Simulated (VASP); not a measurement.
Computed with PBE GGA, VASP's PBE PAW potentials (set 64) (plane waves; VASP).

VASP input:

**INCAR**
```
LCHARG=F
SIGMA=0.05
PREC=Accurate
GGA=PE
LWAVE=F
NELM=100   # most electronic steps
EDIFF=1E-6
LREAL=F
ENCUT=800   # plane-wave cut-off (eV)
LMAXMIX=4
SYSTEM=CuP
LASPH=T
ISIF=2
ISMEAR=0
ALGO=Normal   # blocked Davidson
```

### KPOINTS
```
Automatic mesh
0
Gamma
6 6 5
0 0 0
```

POSCAR:
```
CuP
1
    1.9039440000    -5.0312400000     0.0000000000
    1.9039440000     5.0312400000     0.0000000000
    0.0000000000     0.0000000000     3.7521410000
P Cu
2 2
Direct
  0.5640000000   0.4360000000   0.2500000000
  0.4360000000   0.5640000000   0.7500000000
  0.8547500000   0.1452500000   0.2500000000
  0.1452500000   0.8547500000   0.7500000000
```

POTCAR, in this order: P_h Cu (PBE.64 set). Program: vasp_std.

Q: What will the output report for the number of irreducible k-points (NKPTS), number of bands (NBANDS), largest plane-wave count, number of space-group operations, FFT grid (NGX, NGY, NGZ)?

A: 
- number of irreducible k-points (NKPTS) = 39
- number of bands (NBANDS) = 20
- largest plane-wave count = 3721
- number of space-group operations = 8
- FFT grid (NGX, NGY, NGZ) = 50 × 50 × 36

The structure was generated: CuP was put into the CrB type (Cmcm), which need not be its known phase. The cell was not relaxed at this level. The k-mesh is coarse (spacing up to 0.33 per Å, 2π included), so the numbers may not be converged in it. The run is one of a series of settings (ENCUT = 800, POTCAR P_h Cu (PBE.64 set) against the base run), some of them coarse on purpose.
